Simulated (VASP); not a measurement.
The cell holds one Os (hcp) (1 0 -1 0) slab, with vacuum along c, ions free to move until forces fall under 0.03 eV/Å, no reconstruction beyond this cell, dipole correction on.

Consider the following.

```
Os
1.0
    4.30639     0.00000     0.00000
    0.00000     2.73106     0.00000
    0.00000     0.00000    24.46652
Os
8
Direct
  0.25000   0.50000   0.37038
  0.75000   0.00000   0.34406
  0.25000   0.00000   0.46641
  0.75000   0.50000   0.43508
  0.25000   0.50000   0.56492
  0.75000   0.00000   0.53359
  0.25000   0.00000   0.65594
  0.75000   0.50000   0.62962
```

Computed with PBEsol GGA, VASP's PBE PAW potentials (set 64) (plane waves; VASP 6.6.1). Numerical set-up: 400 eV cut-off, 7×10×1 Γ-centred mesh, first-order Methfessel-Paxton smearing of 0.10 eV, potentials Os.

Slab and bulk use different k-meshes, so the surface energy is good to a few per cent at best. Unless said otherwise, spin-orbit coupling is left out, though it shifts the bands of the heavy elements here.

Predict its surface energy, work function, band gap (on the k-mesh).

```yaml
surface_energy: 3.86 J/m²
work_function: 5.17 eV
band gap (on the k-mesh): none (metal, semimetal or under 0.01 eV)
```

The cell is a thin slab with vacuum, built from Os (hcp): (100) face.
